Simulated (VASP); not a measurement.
Output of a VASP run:

OSZICAR:
```
       N       E                     dE             d eps       ncg     rms          rms(c)
DAV:   1     0.745597319747E+03    0.74560E+03   -0.88155E+04  1968   0.927E+02
DAV:   2    -0.144920546693E+03   -0.89052E+03   -0.86416E+03  1680   0.270E+02
DAV:   3    -0.213724771928E+03   -0.68804E+02   -0.65832E+02  1880   0.554E+01
DAV:   4    -0.218234660725E+03   -0.45099E+01   -0.43473E+01  2008   0.122E+01
DAV:   5    -0.218445054536E+03   -0.21039E+00   -0.20578E+00  1976   0.236E+00    0.212E+02
DAV:   6    -0.211686442213E+03    0.67586E+01   -0.18255E+02  1928   0.245E+01    0.786E+01
DAV:   7    -0.236393456664E+03   -0.24707E+02   -0.44626E+02  1856   0.289E+01    0.111E+02
DAV:   8    -0.200318141423E+03    0.36075E+02   -0.13709E+02  1960   0.177E+01    0.503E+01
DAV:   9    -0.198811759582E+03    0.15064E+01   -0.15779E+01  2016   0.741E+00    0.308E+01
DAV:  10    -0.198532727365E+03    0.27903E+00   -0.13372E+00  2048   0.269E+00    0.217E+01
DAV:  11    -0.198340691042E+03    0.19204E+00   -0.26667E-01  1976   0.118E+00    0.143E+01
DAV:  12    -0.198158579704E+03    0.18211E+00   -0.58087E-01  2008   0.176E+00    0.390E+00
DAV:  13    -0.198149625920E+03    0.89538E-02   -0.12601E-01  1984   0.868E-01    0.194E+00
DAV:  14    -0.198149294916E+03    0.33100E-03   -0.28315E-02  1952   0.397E-01    0.932E-01
DAV:  15    -0.198150907793E+03   -0.16129E-02   -0.65118E-03  2064   0.184E-01    0.544E-01
DAV:  16    -0.198152292237E+03   -0.13844E-02   -0.21501E-03  1928   0.909E-02    0.200E-01
DAV:  17    -0.198153875438E+03   -0.15832E-02   -0.59472E-04  1824   0.569E-02    0.118E-01
DAV:  18    -0.198154845999E+03   -0.97056E-03   -0.21011E-04  1736   0.313E-02    0.717E-02
DAV:  19    -0.198155314064E+03   -0.46806E-03   -0.83063E-05  1768   0.158E-02    0.517E-02
DAV:  20    -0.198155635787E+03   -0.32172E-03   -0.53593E-05  1296   0.100E-02    0.169E-02
DAV:  21    -0.198155800795E+03   -0.16501E-03   -0.87544E-05  1400   0.114E-02    0.140E-02
DAV:  22    -0.198155913904E+03   -0.11311E-03   -0.23522E-05  1432   0.637E-03    0.942E-03
DAV:  23    -0.198155984573E+03   -0.70669E-04   -0.11963E-05  1248   0.462E-03    0.868E-03
DAV:  24    -0.198156064960E+03   -0.80387E-04   -0.37226E-06  1312   0.286E-03    0.627E-03
DAV:  25    -0.198156153538E+03   -0.88578E-04   -0.21103E-06  1152   0.199E-03    0.467E-03
DAV:  26    -0.198156257048E+03   -0.10351E-03   -0.57784E-06  1160   0.252E-03    0.572E-03
DAV:  27    -0.198156275965E+03   -0.18917E-04   -0.98211E-07  1128   0.111E-03    0.493E-03
DAV:  28    -0.198156281546E+03   -0.55806E-05   -0.26961E-07   968   0.103E-03    0.267E-03
DAV:  29    -0.198156283082E+03   -0.15358E-05   -0.17674E-07   976   0.751E-04    0.518E-04
DAV:  30    -0.198156283237E+03   -0.15517E-06   -0.49475E-08   888   0.397E-04
   1 F= -.19815628E+03 E0= -.19810099E+03  d E =-.110580E+00
```

OUTCAR:
```
------------------------ aborting loop because EDIFF is reached ----------------------------------------
  FORCE on cell =-STRESS in cart. coord.  units (eV):
  Direction    XX          YY          ZZ          XY          YZ          ZX
  --------------------------------------------------------------------------------------
  Total      -27.5690502    -22.0136009    -25.7308429      0.0000000      0.0000000      0.0000000
  in kB      -38.4922603    -30.7356710    -35.9257318      0.0000000      0.0000000      0.0000000
  external PRESSURE =     -35.0512210 kB  Pullay stress =       0.0000000 kB
  volume of cell :     1147.52
      direct lattice vectors                 reciprocal lattice vectors
     5.377181000  0.000000000  0.000000000     0.185971051  0.000000000  0.000000000
     0.000000000  9.988805000  0.000000000     0.000000000  0.100112075  0.000000000
     0.000000000  0.000000000 21.364404000     0.000000000  0.000000000  0.046806829
 POSITION                                       TOTAL-FORCE (eV/Angst)
 -----------------------------------------------------------------------------------
      4.92908      0.00000      7.50000         0.000000     -0.000000      1.155774
      4.92908      4.99440      7.50000         0.000000      0.000000      1.155774
      1.34430      7.49160      7.50000         0.779848      0.000000      1.069684
      3.13669      2.49720      7.50000        -0.779848      0.000000      1.069684
      2.24049      0.00000      9.09111         0.000000      0.000000     -0.352238
      2.24049      4.99440      9.09111         0.000000      0.000000     -0.352238
      4.03289      7.49160      9.09111        -0.285943      0.000000     -0.224463
      0.44810      2.49720      9.09111         0.285943      0.000000     -0.224463
      4.92908      0.00000     10.68220         0.000000      0.000000      0.000000
      4.92908      4.99440     10.68220         0.000000      0.000000      0.000000
      1.34430      7.49160     10.68220         0.311683      0.000000      0.000000
      3.13669      2.49720     10.68220        -0.311683      0.000000     -0.000000
      2.24049      0.00000     12.27329         0.000000      0.000000      0.352238
      2.24049      4.99440     12.27329         0.000000      0.000000      0.352238
      4.03289      7.49160     12.27329        -0.285943      0.000000      0.224463
      0.44810      2.49720     12.27329         0.285943      0.000000      0.224463
      4.92908      0.00000     13.86441         0.000000     -0.000000     -1.155774
      4.92908      4.99440     13.86441         0.000000      0.000000     -1.155774
      1.34430      7.49160     13.86441         0.779848      0.000000     -1.069684
      3.13669      2.49720     13.86441        -0.779848      0.000000     -1.069684
 -----------------------------------------------------------------------------------
    total drift:                                0.007974      0.000000      0.000000
  FREE ENERGIE OF THE ION-ELECTRON SYSTEM (eV)
  ---------------------------------------------------
  free  energy   TOTEN  =      -198.1562832370 eV

  energy  without entropy=     -198.0457029839  energy(sigma->0) =     -198.10099311
```
(Selected blocks of OUTCAR.)

POSCAR:
```
Hf
1
    5.3771810000     0.0000000000     0.0000000000
    0.0000000000     9.9888050000     0.0000000000
    0.0000000000     0.0000000000    21.3644040000
Hf
20
Direct
  0.9166670000   0.0000000000   0.3510510000
  0.9166670000   0.5000000000   0.3510510000
  0.2500000000   0.7500000000   0.3510510000
  0.5833330000   0.2500000000   0.3510510000
  0.4166670000   0.0000000000   0.4255260000
  0.4166670000   0.5000000000   0.4255260000
  0.7500000000   0.7500000000   0.4255260000
  0.0833330000   0.2500000000   0.4255260000
  0.9166670000   0.0000000000   0.5000000000
  0.9166670000   0.5000000000   0.5000000000
  0.2500000000   0.7500000000   0.5000000000
  0.5833330000   0.2500000000   0.5000000000
  0.4166670000   0.0000000000   0.5744740000
  0.4166670000   0.5000000000   0.5744740000
  0.7500000000   0.7500000000   0.5744740000
  0.0833330000   0.2500000000   0.5744740000
  0.9166670000   0.0000000000   0.6489490000
  0.9166670000   0.5000000000   0.6489490000
  0.2500000000   0.7500000000   0.6489490000
  0.5833330000   0.2500000000   0.6489490000
```

Question: Reconstruct the remaining input files.

Answer: One answer among several that fit: the input of the run itself, LDA (Ceperley-Alder, Perdew-Zunger), plane waves, VASP's LDA PAW potentials (set 64).

KPOINTS:
```
Automatic mesh
0
Gamma
5 3 1
0 0 0
```

**INCAR**
```
SYSTEM=Hf
PREC=Accurate; ENCUT=300; LREAL=Auto
LASPH=.True.
EDIFF=1E-6; NELM=100; ALGO=Normal
LMAXMIX=6
ISMEAR=0; SIGMA=0.1
ISIF=2
LWAVE=.False.; LCHARG=.False.
```

POTCAR, in this order: Hf_pv (LDA.64 set). Program: vasp_std.

At this cut-off the stress carries a Pulay error, which pulls relaxed volumes low. The cell holds a wide vacuum, so values per volume refer to the whole cell.

The cell is a sheet with vacuum, built from a generated structure.
